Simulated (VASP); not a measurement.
Computed with PBE GGA, VASP's PBE PAW potentials (set 64) (plane waves; VASP 6.6.1).

The input files of a VASP run:

INCAR:
```
ALGO  =  Normal   # blocked Davidson
ISMEAR  =  0   # Gaussian
NELM  =  100   # most electronic steps
LCHARG  =  F
LASPH  =  T   # aspherical one-centre terms
ENCUT  =  400   # plane-wave cut-off (eV)
SIGMA  =  0.05   # width (eV)
SYSTEM  =  InP
ISIF  =  2   # forces and stress, cell fixed
LREAL  =  F
EDIFF  =  1E-6   # SCF stop (eV)
PREC  =  Accurate
LMAXMIX  =  4   # l cut-off of mixed one-centre charges
GGA  =  PE   # PBE
LWAVE  =  F
```

### POSCAR
```
InP
1
    0.0000000000     2.9350000000     2.9350000000
    2.9350000000     0.0000000000     2.9350000000
    2.9350000000     2.9350000000     0.0000000000
In P
1 1
Direct
  0.0000000000   0.0000000000   0.0000000000
  0.2500000000   0.2500000000   0.2500000000
```

### KPOINTS
```
Automatic
0
Gamma
 7 7 7
0 0 0
```

POTCAR, in this order: In_d P (PBE.64 set). Program: vasp_std.

Unless said otherwise, spin-orbit coupling is left out, though it shifts the bands of the heavy elements here.

**Question.** What does the run give for the energy per atom (σ→0), pressure, band gap (on the k-mesh)?

**Answer.** 
energy per atom (σ→0): -4.191 eV/atom
band gap (on the k-mesh): 0.69 eV
pressure: 2.92 GPa

### OSZICAR
```
...
DAV:   7    -0.838137740741E+01    0.27752E-01   -0.20669E-01   713   0.395E+00    0.125E+00
DAV:   8    -0.838158320984E+01   -0.20580E-03   -0.17528E-02   660   0.195E+00    0.384E-01
DAV:   9    -0.838231358394E+01   -0.73037E-03   -0.23869E-03   648   0.752E-01    0.200E-01
DAV:  10    -0.838235329556E+01   -0.39712E-04   -0.21540E-04   674   0.126E-01    0.138E-01
DAV:  11    -0.838240502689E+01   -0.51731E-04   -0.43976E-05   575   0.513E-02    0.419E-02
DAV:  12    -0.838241766505E+01   -0.12638E-04   -0.42064E-05   613   0.118E-01    0.230E-02
DAV:  13    -0.838241777668E+01   -0.11163E-06   -0.19212E-06   530   0.149E-02
   1 F= -.83824178E+01 E0= -.83824178E+01  d E =-.722077E-12
```

The compound is InP in the zinc blende structure. The cell was not relaxed at this level.
